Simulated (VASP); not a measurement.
Output of a VASP run:

**OSZICAR**
```
       N       E                     dE             d eps       ncg     rms          rms(c)
DAV:   1     0.156790332269E+03    0.15679E+03   -0.10965E+04  1528   0.135E+03
DAV:   2    -0.539195583150E+01   -0.16218E+03   -0.15822E+03  1541   0.291E+02
DAV:   3    -0.135826503673E+02   -0.81907E+01   -0.80278E+01  1732   0.873E+01
DAV:   4    -0.137395400960E+02   -0.15689E+00   -0.15633E+00  1683   0.113E+01
DAV:   5    -0.137435765297E+02   -0.40364E-02   -0.40361E-02  1756   0.186E+00    0.853E+00
DAV:   6    -0.135108447831E+02    0.23273E+00   -0.11515E+00  1669   0.185E+01    0.411E+00
DAV:   7    -0.135279520714E+02   -0.17107E-01   -0.14362E+00  1697   0.237E+01    0.476E+00
DAV:   8    -0.133956042312E+02    0.13235E+00   -0.79009E-01  1631   0.160E+01    0.415E-01
DAV:   9    -0.133987578096E+02   -0.31536E-02   -0.32002E-02  1664   0.167E+00    0.245E-01
DAV:  10    -0.134010231924E+02   -0.22654E-02   -0.46464E-03  2210   0.117E+00    0.104E-01
DAV:  11    -0.134011652935E+02   -0.14210E-03   -0.12833E-03  1652   0.418E-01    0.468E-02
DAV:  12    -0.134012602288E+02   -0.94935E-04   -0.17335E-04  2507   0.248E-01    0.178E-02
DAV:  13    -0.134012648805E+02   -0.46517E-05   -0.60685E-05  1644   0.953E-02    0.454E-03
DAV:  14    -0.134012657475E+02   -0.86695E-06   -0.59920E-06  1464   0.285E-02
   1 F= -.13401266E+02 E0= -.13401669E+02  d E =0.120941E-02
```

File OUTCAR:
```
------------------------ aborting loop because EDIFF is reached ----------------------------------------
  FORCE on cell =-STRESS in cart. coord.  units (eV):
  Direction    XX          YY          ZZ          XY          YZ          ZX
  --------------------------------------------------------------------------------------
  Total       -1.2445109     -1.2445110     -0.8376525      0.0000000      0.0000000      0.0000000
  in kB      -29.0586991    -29.0587019    -19.5587621      0.0000000      0.0000000      0.0000000
  external PRESSURE =     -25.8920544 kB  Pullay stress =       0.0000000 kB
  volume of cell :       68.62
      direct lattice vectors                 reciprocal lattice vectors
     1.965000000 -3.403480000  0.000000000     0.254452926 -0.146908458  0.000000000
     1.965000000  3.403480000  0.000000000     0.254452926  0.146908458  0.000000000
     0.000000000  0.000000000  5.130000000     0.000000000  0.000000000  0.194931774
 POSITION                                       TOTAL-FORCE (eV/Angst)
 -----------------------------------------------------------------------------------
      0.00000      0.00000      2.56500        -0.000000      0.000000      0.000000
      0.00000      0.00000      0.00000        -0.000000      0.000000      0.000000
      1.96500      1.13450      1.28250         0.000000      0.000000     -0.000000
      1.96500     -1.13450      3.84750         0.000000     -0.000000      0.000000
 -----------------------------------------------------------------------------------
    total drift:                                0.000000      0.000000      0.000000
  FREE ENERGIE OF THE ION-ELECTRON SYSTEM (eV)
  ---------------------------------------------------
  free  energy   TOTEN  =       -13.4012657475 eV

  energy  without entropy=      -13.4024751529  energy(sigma->0) =      -13.40166888

 total charge

# of ion       s       p       d       tot
------------------------------------------
    1        0.416   0.436   8.785   9.636
    2        0.416   0.436   8.785   9.636
    3        1.143   1.190   0.067   2.400
    4        1.143   1.190   0.067   2.400
--------------------------------------------------
tot          3.118   3.252  17.702  24.073
```
(Selected blocks of OUTCAR.)

### POSCAR
```
NiSb
1
    1.9650000000    -3.4034800000     0.0000000000
    1.9650000000     3.4034800000     0.0000000000
    0.0000000000     0.0000000000     5.1300000000
Ni Sb
2 2
Direct
  0.0000000000   0.0000000000   0.5000000000
  0.0000000000   0.0000000000   0.0000000000
  0.3333330000   0.6666670000   0.2500000000
  0.6666670000   0.3333330000   0.7500000000
```

Task: Reconstruct the remaining input files.

Result: One answer among several that fit: the input of the run itself, PBE GGA + U (Dudarev), plane waves, VASP's PBE PAW potentials (set 64).

### KPOINTS
```
kpoints
0
G
8 8 6
0 0 0
```

### INCAR
```
SYSTEM = NiSb
PREC = Accurate
ENCUT = 400
EDIFF = 1E-6
NELM = 100
ALGO = Normal
LREAL = .FALSE.
LASPH = .TRUE.
ISMEAR = 1
SIGMA = 0.1
GGA = PE
LMAXMIX = 4
LWAVE = .FALSE.
LCHARG = .FALSE.
ISIF = 2
LDAU = .TRUE.
LDAUTYPE = 2
LDAUL = 2 -1
LDAUU = 6.0 0
LDAUJ = 0 0
LDAUPRINT = 1
LORBIT = 10
```

POTCAR, in this order: Ni Sb (PBE.64 set). Program: vasp_std.

The compound is NiSb in the NiAs type structure. The cell was not relaxed at this level. The run is one of a series of settings (LDAU = .TRUE., LDAUJ = 0 0, LDAUL = 2 -1, LDAUTYPE = 2, LDAUU = 6.0 0 against the base run), some of them coarse on purpose. The run is not spin-polarised, so no magnetic state was tried.
